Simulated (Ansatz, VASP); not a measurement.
**Cross-check of Os (Osmium) between VASP and Ansatz**

Wanted: the spread between two codes on one cell, functional and k mesh. The cell is taken from a series of VASP runs on this material, whose earlier steps may have relaxed, scaled or displaced it; both programs get it as it stands.

Program: Ansatz 0.2.0. Level of theory: plane waves, with VASP 6.6.1 beside it; band structure at PBEsol. Results are calculated unless marked as measured.

## 1. Starting point

Symmetry: P6_3/mmc, No. 194, hexagonal system. The conventional cell has a = 2.729 Å, b = 2.729 Å, c = 4.312 Å, α = 90.00°, β = 90.00°, γ = 120.00°. Os has 12 Os at 2.67 to 2.73 Å nearest.

## 2. Ansatz: band structure, PBEsol

Ansatz runs on its default PAW (the set named soft_2) files.

With cell and atoms fixed, the geometry can't cause a difference; cores, projectors, grids and the points listed under the comparison can.

input.yaml

```yaml
crystal:
  lattice:
    - [2.7293497425, 0.0, 0.0]
    - [-1.3646748713, 2.3636862129, 0.0]
    - [0.0, 0.0, 4.3121492396]
  atoms:
    - { symbol: Os, position: [0.3333333333, 0.6666666667, 0.25] }
    - { symbol: Os, position: [0.6666666667, 0.3333333333, 0.75] }
hamiltonian:
  xc: pbesol
  pseudopotentials: { kind: paw }
kpoints:
  mp_grid: { grid: [11, 11, 6] }
  band_path:
    path:
      - [0.0, 0.0, 0.0]
      - [0.13333, 0.0, 0.0]
      - [0.3, 0.0, 0.0]
      - [0.46667, 0.0, 0.0]
      - [0.46667, 0.06667, 0.0]
      - [0.41111, 0.17778, 0.0]
      - [0.35556, 0.28889, 0.0]
      - [0.28889, 0.28889, 0.0]
      - [0.17778, 0.17778, 0.0]
      - [0.06667, 0.06667, 0.0]
      - [0.0, 0.0, 0.03333]
      - [0.0, 0.0, 0.2]
      - [0.0, 0.0, 0.36667]
      - [0.0, 0.0, 0.5]
      - [0.16667, 0.0, 0.5]
      - [0.3, 0.0, 0.5]
      - [0.46667, 0.0, 0.5]
      - [0.46667, 0.06667, 0.5]
      - [0.41111, 0.17778, 0.5]
      - [0.35556, 0.28889, 0.5]
      - [0.28889, 0.28889, 0.5]
      - [0.17778, 0.17778, 0.5]
      - [0.06667, 0.06667, 0.5]
      - [0.5, 0.0, 0.46667]
      - [0.5, 0.0, 0.3]
      - [0.5, 0.0, 0.13333]
      - [0.33333, 0.33333, 0.0]
      - [0.33333, 0.33333, 0.16667]
      - [0.33333, 0.33333, 0.33333]
      - [0.33333, 0.33333, 0.5]
    npoints: 1
scf:
  occupations: { method: methfessel_paxton, width: 0.2 }
  n_extra_bands: 7
output:
  forces: true
  stress: true
  eigenvalues: true
```

The run is started by

```
ansatz run input.yaml --threads 2 --pin off --max-ram 4608MiB --backend cpu --events-out ev --progress --plain --runs-dir out
```

Numbers of over 12 decimals in the logs are rounded to 6 here.

Log:

```text
scf.n_extra_bands = 7 over 16 filled bands (N_el = 32.0): the run solves 23 bands
Engine: ansatz 0.2.0, aarch64-unknown-linux-gnu
Pseudopotentials: kind: paw
Pseudopotential: Os, paw, valence charge 16, recommended cutoff 420 eV (normal), Os.paw.azcp
Functional definition: PBEsol
  exchange = pbesol_x
  correlation = pbesol_c
Crystal: 2 atoms, lattice volume = 27.819 Å³
Basis set: ecut = 420 eV, 537 PW (Γ), exchange–correlation on 40×40×60 points (8 copies of the dense FFT grid, shifted against one another)
Bands: 23, of which v1, the nominal top of the filled ones, is band 16 counted from 1 (15 counted from 0)
Symmetry: 24 space group operations
Space group: P63/mmc (ITA 194), of the structure as read, at distance tolerance 3.0e-5 Å
k-points: 64 of 726
Non-local potential: Os, projectors of the file, l = 0: 3, l = 1: 2, l = 2: 2, l = 3: 1
PAW form: soft (Blöchl's): semilocal exchange-correlation on the pseudo side does not see the compensation charge
PAW frozen core: Os, regenerated for the run's functional, and the local potential with it (the file was generated under x = pbe(κ = 0.804, μ = 0.219515), c = pbe(β = 0.066725))
PAW one-centre angular grid: Os, 590 points (default); XC on 64 Gauss nodes
Initial density: superposition of atomic densities (neutral atoms: chi_scale 0, normalization atom), corrected by the library's trained network
Initial wavefunctions: pseudopotential atomic-orbital guess
Functional: x = pbesol(κ = 0.804, μ = 0.123457), c = pbesol(β = 0.046)
SCF iter   1: F=—  HF=-22502.103613 eV  |F-HF|=—  |Δ(HF+E_count)|=         —  Δρ=1.07e-2  dr2=1.43e-2  ethr=1.77e-3  ⟨swp⟩=4.9  Hψ=6042  notcnv=0
preconditioner: auto → none  [metal: Δε(μ)=0.069 eV  Ē_g=11.019 eV  σ=0.200 eV  W_gap=0.28  n_scr=8 (ndim 8)  ℏωp=28.2 eV  f_vac=0.000  D(μ)=1.79/eV (n_scr^D=22)  sad-step TF]
SCF iter   2: F=—  HF=-22502.103043 eV  |F-HF|=—  |Δ(HF+E_count)|=   5.71e-4  S|Δr|=    0.00e0  Δρ=6.12e-3  dr2=4.65e-3  ethr=4.48e-5  ⟨swp⟩=1.0  Hψ=2000  notcnv=0
SCF iter   3: F=—  HF=-22502.102805 eV  |F-HF|=—  |Δ(HF+E_count)|=   2.37e-4  S|Δr|=    0.00e0  Δρ=2.54e-4  dr2=9.77e-6  ethr=1.45e-5  ⟨swp⟩=2.0  Hψ=1838  notcnv=0
SCF iter   4: F=—  HF=-22502.102824 eV  |F-HF|=—  |Δ(HF+E_count)|=   1.89e-5  S|Δr|=    0.00e0  Δρ=4.03e-5  dr2=2.66e-7  ethr=3.05e-8  ⟨swp⟩=2.2  Hψ=2058  notcnv=0
SCF iter   5: F=-22502.102824 eV  HF=-22502.102824 eV  |F-HF|=1.16e-10  |Δ(HF+E_count)|=   5.20e-8  S|Δr|=    0.00e0  Δρ=3.65e-6  dr2=1.00e-9  ethr=3.13e-10  ⟨swp⟩=7.2  Hψ=6031  notcnv=0
SCF 1 converged in 5 iterations: F = -22502.102824 eV  dr2 = 1.00e-9
  greatest PAW one-centre occupation: 1.000 electrons in one spin orbital (limit 2), on the Os atom at site 1 (counted from 0), in its partial waves of l = 0
NSCF: frozen V_eff on 30 k-points
SCF converged after 5 iterations
Stability not checked: this state was not tested for a lower state beside it, because cold or Methfessel-Paxton smearing, or corrected tetrahedra, fill the levels in a way that the test cannot read (fill_not_monotonic; see scf.lower_state_search)
Free energy (F): -22502.102824 eV
Harris-Foulkes:  -22502.102824 eV  (|F-HF|=1.16e-10)
Internal energy: -22502.100204 eV  (E = F + TS)
E sigma→0 (E₀):  -22502.102169 eV
Entropy (-TS):   -0.002621 eV (-1.310 meV/atom)
Fermi energy:    25.968088 eV
--- Per-component energies (eV) ---
  E_band       = -130.059766
  E_kinetic    = 1124.832688
  E_local      = -1560.767548  (includes V_loc(G=0)·N_el)
  E_nonlocal   = 2.731586
  E_hartree    = 647.744428
  E_xc         = -530.901425
  E_vxc        = -568.105793  (∫ρ·V_xc dr)
  E_paw        = -17759.949908  (= ΣΔE_a)
  E_vpaw       = -424.238481  (= ΣTr[D̂ρ^β])
  E_aug_tail   = -0.000161  (compensation charges beyond the density's cutoff)
  E_ewald      = -4426.285730
  E_core_change = 0.495866  (= ΣΔE_core)
  E_smearing   = -0.002621  (= −TS)
  E_closure    = 0.000000  (closes the sum)
  Σ components = -22502.102824   (vs F -22502.102824, Δ=0.00e0)
--- Forces (eV/Å), atoms counted from 1 ---
  atom   1  Os     0.00000000     0.00000000     0.00000000
  atom   2  Os     0.00000000    -0.00000000     0.00000000
  max |Σ_I F_I| component: 1.85e-17 eV/Å
--- Stress (GPa, compression-positive) ---
       -0.551341      -0.000000      -0.000000
        0.000000      -0.551341       0.000000
       -0.000000       0.000000      -0.306291
  P = ⅓ Tr σ = -0.4697 GPa (-4.697 kbar)
--- Band table (eV; the first three rows and the last of 64) ---
  k-point 0: bands = [... 12 lower, 23.1850, 23.7841, 23.7841, 24.4431, 24.4431, 26.0141, 27.7340, 27.7340, ... 3 higher]
  k-point 1: bands = [... 12 lower, 22.9867, 23.5649, 23.5649, 24.9339, 24.9339, 24.9826, 27.7672, 27.7672, ... 3 higher]
  k-point 2: bands = [... 12 lower, 22.6052, 23.1122, 23.1122, 23.2566, 25.9312, 25.9312, 27.5996, 27.5996, ... 3 higher]
  k-point 63: bands = [... 12 lower, 22.5343, 22.5343, 24.7099, 24.7099, 27.7668, 27.7668, 33.7255, 33.7255, ... 3 higher]
```

It took 2 s on 2 threads of Arm Neoverse V1, shared host; peak memory 0.3 GiB.

## 3. VASP: band structure, PBEsol

The same cell, functional, mesh and smearing now go to VASP, with its own data sets and cutoff.

Lines of VASP's logs that name or quote its potential files are left out, and so is its time.

INCAR

```
SYSTEM = Os
PREC = Accurate
ENCUT = 400
EDIFF = 1E-06
NELM = 100
ISMEAR = 1
SIGMA = 0.2
LREAL = .FALSE.
ALGO = Normal
GGA = PS
NBANDS = 20
LORBIT = 11
LWAVE = .FALSE.
LCHARG = .FALSE.
KPAR = 2
```

POSCAR

```
Os
1.0
    2.7293497425      0.0000000000      0.0000000000
   -1.3646748713      2.3636862129      0.0000000000
    0.0000000000      0.0000000000      4.3121492396
Os
2
Direct
    0.3333333333      0.6666666667      0.2500000000
    0.6666666667      0.3333333333      0.7500000000
```

KPOINTS

```
Automatic mesh
0
Gamma
11 11 6
0 0 0
```

KPOINTS_OPT

```
Line mode
16
Line-mode
Reciprocal
  0.00000000   0.00000000   0.00000000 GAMMA
  0.50000000   0.00000000   0.00000000 M

  0.50000000   0.00000000   0.00000000 M
  0.33333333   0.33333333   0.00000000 K

  0.33333333   0.33333333   0.00000000 K
  0.00000000   0.00000000   0.00000000 GAMMA

  0.00000000   0.00000000   0.00000000 GAMMA
  0.00000000   0.00000000   0.50000000 A

  0.00000000   0.00000000   0.50000000 A
  0.50000000   0.00000000   0.50000000 L

  0.50000000   0.00000000   0.50000000 L
  0.33333333   0.33333333   0.50000000 H

  0.33333333   0.33333333   0.50000000 H
  0.00000000   0.00000000   0.50000000 A

  0.50000000   0.00000000   0.50000000 L
  0.50000000   0.00000000   0.00000000 M

  0.33333333   0.33333333   0.00000000 K
  0.33333333   0.33333333   0.50000000 H
```

Potentials, in the order of the species: Os (PBE family, release 64).

The run is started by

```
mpirun -np 2 vasp_std
```

Log:

```text
[banner, memory and clock lines left out]
running    2 mpi-ranks, on    1 nodes
 distrk:  each k-point on    1 cores,    2 groups
 distr:  one band on    1 cores,    1 groups

 POSCAR found type information on POSCAR Os
 POSCAR found :  1 types and       2 ions
|                                                                             |
|               ----> ADVICE to this user running VASP <----                  |
|                                                                             |
|     You enforced a specific xc type in the INCAR file but a different       |
|     [... a line on the potential file left out ...]
|     I HOPE YOU KNOW WHAT YOU ARE DOING!                                     |
|                                                                             |

 LDA part: xc-table for (Slater+PW92), standard interpolation
 POSCAR, INCAR and KPOINTS ok, starting setup
 FFT: planning ... GRIDC
 FFT: planning ... GRID_SOFT
 FFT: planning ... GRID
 WAVECAR not read
 entering main loop
       N       E                     dE             d eps       ncg     rms          rms(c)
DAV:   1     0.834840819323E+02    0.83484E+02   -0.60044E+03  2584   0.620E+02
DAV:   2    -0.229376544529E+02   -0.10642E+03   -0.91055E+02  2756   0.231E+02
DAV:   3    -0.259983032153E+02   -0.30606E+01   -0.30228E+01  3076   0.350E+01
DAV:   4    -0.260088048487E+02   -0.10502E-01   -0.10499E-01  2792   0.218E+00
DAV:   5    -0.260088565653E+02   -0.51717E-04   -0.51717E-04  2976   0.154E-01    0.247E+01
DAV:   6    -0.248155619548E+02    0.11933E+01   -0.63086E-01  3212   0.630E+00    0.109E+01
DAV:   7    -0.244771728286E+02    0.33839E+00   -0.45898E-01  3340   0.500E+00    0.750E-01
DAV:   8    -0.244717294078E+02    0.54434E-02   -0.76157E-03  2744   0.553E-01    0.527E-01
DAV:   9    -0.244676635489E+02    0.40659E-02   -0.18642E-03  2876   0.355E-01    0.410E-02
DAV:  10    -0.244676525582E+02    0.10991E-04   -0.95840E-05  3372   0.722E-02    0.124E-02
DAV:  11    -0.244676400361E+02    0.12522E-04   -0.38455E-06  2804   0.159E-02    0.423E-03
DAV:  12    -0.244676393273E+02    0.70880E-06   -0.11471E-07  1516   0.298E-03
   1 F= -.24467639E+02 E0= -.24466789E+02  d E =-.255094E-02
 Start KPOINTS_OPT (optional k-point list driver)
k-point batch [1-64\144]
       N       E                     dE             ncg
DAV:   1     0.127865854768E+05   -0.10211E+05     2576
DAV:   2     0.567159823321E+04   -0.71150E+04     2796
DAV:   3     0.545296968649E+04   -0.21863E+03     3132
DAV:   4     0.545216530555E+04   -0.80438E+00     2836
DAV:   5     0.545216000784E+04   -0.52977E-02     3064
DAV:   6     0.545215996012E+04   -0.47718E-04     2932
DAV:   7     0.545215995969E+04   -0.42808E-06     2556
[...]
k-point batch [129-144\144]
       N       E                     dE             ncg
DAV:   1     0.319092755324E+05   -0.79434E+04      640
DAV:   2     0.302508224951E+05   -0.16585E+04      696
DAV:   3     0.301946941148E+05   -0.56128E+02      736
DAV:   4     0.301945039594E+05   -0.19016E+00      712
DAV:   5     0.301945027427E+05   -0.12167E-02      720
DAV:   6     0.301945027327E+05   -0.99551E-05      708
DAV:   7     0.301945027327E+05   -0.78820E-07      596
```

OUTCAR, selected parts (step 3):

```text
ion  position               nearest neighbor table
   1  0.333  0.667  0.250-   2 2.67   2 2.67   2 2.67   2 2.67   2 2.67   2 2.67
   2  0.667  0.333  0.750-   1 2.67   1 2.67   1 2.67   1 2.67   1 2.67   1 2.67

  LATTYP: Found a hexagonal cell.
 ALAT       =     2.7293497425
 C/A-ratio  =     1.5799181660

 Subroutine GETGRP returns: Found 24 space group operations
 (whereof 12 operations were pure point group operations)

The static configuration has the point symmetry D_3d.
 The point group associated with its full space group is D_6h.

 Found     64 irreducible k-points:

   k-points           NKPTS =     64   k-points in BZ     NKDIM =     64   number of bands    NBANDS=     20

   dimension x,y,z NGX =    18 NGY =   18 NGZ =   28
   dimension x,y,z NGXF=    36 NGYF=   36 NGZF=   56

   ENCUT  =  400.0 eV  29.40 Ry    5.42 a.u.   4.45  4.45  7.03*2*pi/ulx,y,z

   NELECT =      16.0000    total number of electrons

 k-points in reciprocal lattice and weights: Automatic mesh
   0.00000000  0.00000000  0.00000000       0.001
   0.09090909  0.00000000  0.00000000       0.008
   0.18181818  0.00000000  0.00000000       0.008
   0.27272727 -0.00000000  0.00000000       0.008
   0.36363636 -0.00000000  0.00000000       0.008
   0.45454545 -0.00000000  0.00000000       0.008
   0.09090909  0.09090909  0.00000000       0.008
   0.18181818  0.09090909  0.00000000       0.017
   0.27272727  0.09090909  0.00000000       0.017
[...]
0.27272727  0.27272727  0.50000000       0.008
   0.36363636  0.27272727  0.50000000       0.008

 average (electrostatic) potential at core
       1 -43.0170       2 -43.0170

 E-fermi :   9.3419

 k-point     1 :       0.0000    0.0000    0.0000
  band No.  band energies     occupation
    ...
      6       7.1553      2.00000
      7       7.1553      2.00000
      8       7.8151      2.00000
      9       7.8151      2.00000
     10       9.3865      0.63299
     11      11.1016     -0.00000
     12      11.1016     -0.00000
     13      18.5004      0.00000
     14      23.4283      0.00000
     15      26.1676      0.00000
    ...

 k-point     2 :       0.0909    0.0000    0.0000
  band No.  band energies     occupation
    ...
      6       7.0756      2.00000
      7       7.3307      2.00000
      8       7.4327      2.00000
      9       7.5820      2.00000
     10       8.3315      2.00000
     11      11.2626     -0.00000
     12      12.7307     -0.00000
     13      18.4700      0.00000
     14      24.1114      0.00000
     15      26.5931      0.00000
    ...

 k-point     3 :       0.1818    0.0000    0.0000
  band No.  band energies     occupation
    ...
      6       7.0569      2.00000
      7       7.4586      2.00000
      8       7.7350      2.00000
      9       7.8220      2.00000
     10       8.2284      2.00000
     11      11.5891     -0.00000
     12      15.1314      0.00000
     13      18.2856      0.00000
     14      25.2079      0.00000
     15      26.8066      0.00000
    ...

  Total       -0.0126507     -0.0126507      0.0125586      0.0000000      0.0000000      0.0000000
  in kB       -0.7285906     -0.7285906      0.7232869      0.0000000      0.0000000      0.0000000
  external PRESSURE =      -0.2446315 kB  Pullay stress =       0.0000000 kB

  energy-cutoff  :      400.00
  volume of cell :       27.82
      direct lattice vectors                 reciprocal lattice vectors
     2.729349743  0.000000000  0.000000000     0.366387636  0.211534000  0.000000000
    -1.364674871  2.363686213  0.000000000     0.000000000  0.423068001  0.000000000
     0.000000000  0.000000000  4.312149240     0.000000000  0.000000000  0.231902920

 POSITION                                       TOTAL-FORCE (eV/Angst)
 -----------------------------------------------------------------------------------
     -0.00000      1.57579      1.07804        -0.000000      0.000000      0.000000
      1.36467      0.78790      3.23411         0.000000     -0.000000      0.000000
 -----------------------------------------------------------------------------------
    total drift:                               -0.000000      0.000000     -0.000000

  FREE ENERGIE OF THE ION-ELECTRON SYSTEM (eV)
  ---------------------------------------------------
  free  energy   TOTEN  =       -24.4676393273 eV

  energy  without entropy=      -24.4650883859  energy(sigma->0) =      -24.46678901

 total charge
# of ion       s       p       d       tot
------------------------------------------
    1        0.665   0.797   6.045   7.506
    2        0.665   0.797   6.045   7.506
--------------------------------------------------
tot          1.330   1.593  12.089  15.012

[... 3 further parts left out ...]
```

The k-mesh is coarse for a metal. Spin-orbit coupling is off here; with elements this heavy it splits and shifts levels by tenths of an eV or more.

## 4. Side by side

Known differences besides the potentials themselves: the data sets hold 32 valence electrons in Ansatz (default PAW (the set named soft_2) files) and 16 in VASP; the cutoff is 420 eV in Ansatz and 400 eV in VASP; Ansatz makes its cores anew for this functional, VASP keeps those of its PBE data sets; VASP leaves aspherical gradient terms in its spheres out (LASPH is not set), Ansatz keeps them. Total energies have different zeros and are not compared.

Compared:

```csv
quantity,Ansatz,VASP,difference
pressure (GPa),-0.47,-0.02,-0.45
pressure without Ansatz's Pulay correction (GPa),-0.54,-0.02,-0.52
```

Levels from 3 eV below to 2 eV above the Fermi level differ by 7 meV r.m.s. and 18 meV at most; each VASP level is matched to the nearest of Ansatz, which flatters the figure a little. Ansatz's pressure holds a Pulay correction of 0.07 GPa; VASP's holds none.

## 5. Summary of results

| Property | Result |
| --- | --- |
| r.m.s. difference of levels near the Fermi level (band structure, PBEsol) | 6.6 meV |

**Reading.** The r.m.s. difference of levels near the Fermi level is 6.6 meV (band structure, PBEsol), within the 80 meV picked in this series as the mark of a large difference. Such differences can come from data sets, numerical settings and the points named under the comparisons, not from the functional's error against experiment.

[Lines on the potential files, build, host, timing and source positions are cut from VASP's logs without a mark.]

[Logs are printed without paths, hosts, clocks, repeated set-up lines and the standing remarks that a program may print on its own settings, such as how far it seeks lower states.]

[Hosts, paths, dates, database ids (printed as entryN), source tags and the programs' standing remarks are cut or masked in the printed files.]
